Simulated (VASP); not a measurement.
Energy against volume of CuI (zinc blende). Computed with optB88-vdW, VASP's PBE PAW potentials (set 64) (plane waves; VASP). Numerical set-up: 520 eV cut-off, 8×8×8 Γ-centred mesh, Gaussian smearing of 0.050 eV, potentials Cu I.

| V (Å³/atom) | E (eV/atom) |
|---|---|
| 27.052 | -0.31642 |
| 27.889 | -0.32018 |
| 28.726 | -0.31740 |
| 29.562 | -0.30919 |

Problem. Fit these four points and predict the energy of the run at 26.216 Å³/atom.

Solution. A cubic in V^(−2/3), the third-order Birch-Murnaghan form, passes through the four points with V0 = 27.93 Å³/atom and B0 = 41 GPa, and gives -0.3048 eV/atom there. The run gave -0.3048 eV/atom, +0.0 meV/atom from the fit; all five points give B0 = 41 GPa.

The compound is CuI in the zinc blende structure. It was relaxed first.
